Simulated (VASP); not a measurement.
All values below come from PBE GGA + U (Dudarev), VASP's PBE PAW potentials (set 64) (plane waves; VASP 6.6.1).

Input for VASP

File POSCAR:
```
TiB2
6.58920
  0.2345201238  -0.4062007527   0.0000000000
  0.2345201238   0.4062007527   0.0000000000
  0.0000000000   0.0000000000   0.5000000000
Ti B
1 2
Cart
  0.0000000000   0.0000000000   0.0000000000
  0.2345201238   0.1354005217   0.2500000000
  0.2345201238  -0.1354005217   0.2500000000
```

**KPOINTS**
```
K-points
0
G
10 10 8
0 0 0
```

**INCAR**
```
EDIFF=1E-6   # SCF stop (eV)
LASPH=.True.   # aspherical one-centre terms
LDAU=.True.
LWAVE=.False.
LDAUPRINT=1
ALGO=Normal
NELM=100   # most electronic steps
LDAUTYPE=2
LDAUJ=0 0
ENCUT=520
ISMEAR=1
LORBIT=10
LDAUL=2 -1
LREAL=.False.   # projection in real space or not
LCHARG=.False.
LDAUU=8.0 0
SIGMA=0.1   # width (eV)
SYSTEM=TiB2
GGA=PE   # PBE
LMAXMIX=4   # l cut-off of mixed one-centre charges
ISIF=2   # forces and stress, cell fixed
PREC=Accurate
```

POTCAR, in this order: Ti_sv B (PBE.64 set). Program: vasp_std.

The run wrote:

OSZICAR:
```
       N       E                     dE             d eps       ncg     rms          rms(c)
DAV:   1     0.132085054602E+03    0.13209E+03   -0.92973E+03  1820   0.156E+03
DAV:   2    -0.149233813965E+02   -0.14701E+03   -0.14293E+03  1850   0.396E+02
DAV:   3    -0.250398609450E+02   -0.10116E+02   -0.10001E+02  2699   0.963E+01
DAV:   4    -0.253852584429E+02   -0.34540E+00   -0.34500E+00  2466   0.164E+01
DAV:   5    -0.253972980606E+02   -0.12040E-01   -0.12038E-01  2747   0.258E+00    0.155E+01
DAV:   6    -0.182019064469E+02    0.71954E+01   -0.29482E+01  2493   0.636E+01    0.337E+00
DAV:   7    -0.182970556525E+02   -0.95149E-01   -0.15479E+00  2106   0.106E+01    0.235E+00
DAV:   8    -0.183049576169E+02   -0.79020E-02   -0.14987E-01  2447   0.504E+00    0.464E-01
DAV:   9    -0.183061436391E+02   -0.11860E-02   -0.14748E-02  2488   0.135E+00    0.178E-01
DAV:  10    -0.183058950666E+02    0.24857E-03   -0.31211E-03  2407   0.549E-01    0.900E-02
DAV:  11    -0.183057932082E+02    0.10186E-03   -0.10276E-03  2317   0.429E-01    0.379E-02
DAV:  12    -0.183058017180E+02   -0.85098E-05   -0.58573E-05  2050   0.814E-02    0.134E-02
DAV:  13    -0.183058011438E+02    0.57423E-06   -0.16594E-05  2723   0.468E-02    0.405E-03
DAV:  14    -0.183058019835E+02   -0.83971E-06   -0.16667E-06  1472   0.160E-02
   1 F= -.18305802E+02 E0= -.18305312E+02  d E =-.147121E-02
```

### OUTCAR
```
------------------------ aborting loop because EDIFF is reached ----------------------------------------
  FORCE on cell =-STRESS in cart. coord.  units (eV):
  Direction    XX          YY          ZZ          XY          YZ          ZX
  --------------------------------------------------------------------------------------
  Total       -0.4436405     -0.4436404      1.2065551      0.0000000     -0.0000000      0.0000000
  in kB      -26.0809157    -26.0809135     70.9314474      0.0000000     -0.0000000      0.0000000
  external PRESSURE =       6.2565394 kB  Pullay stress =       0.0000000 kB
  volume of cell :       27.25
      direct lattice vectors                 reciprocal lattice vectors
     1.545300000 -2.676538000  0.000000000     0.323561768 -0.186808482  0.000000000
     1.545300000  2.676538000  0.000000000     0.323561768  0.186808482  0.000000000
     0.000000000  0.000000000  3.294600000     0.000000000  0.000000000  0.303526984
 POSITION                                       TOTAL-FORCE (eV/Angst)
 -----------------------------------------------------------------------------------
      0.00000      0.00000      0.00000        -0.000000      0.000000     -0.000000
      1.54530      0.89218      1.64730         0.000000     -0.000000     -0.000000
      1.54530     -0.89218      1.64730         0.000000      0.000000      0.000000
 -----------------------------------------------------------------------------------
    total drift:                                0.000000      0.000000      0.000000
  FREE ENERGIE OF THE ION-ELECTRON SYSTEM (eV)
  ---------------------------------------------------
  free  energy   TOTEN  =       -18.3058019835 eV

  energy  without entropy=      -18.3043307744  energy(sigma->0) =      -18.30531158

 total charge

# of ion       s       p       d       tot
------------------------------------------
    1        2.185   6.215   1.692  10.092
    2        0.671   1.305   0.000   1.976
    3        0.671   1.305   0.000   1.976
--------------------------------------------------
tot          3.527   8.826   1.692  14.045
```
(Selected blocks of OUTCAR.)

The compound is TiB2 in the AlB2 type structure. The cell was not relaxed at this level. The run is one of a series of settings (LDAU = .TRUE., LDAUJ = 0 0, LDAUL = 2 -1, LDAUTYPE = 2, LDAUU = 8.0 0 against the base run), some of them coarse on purpose.
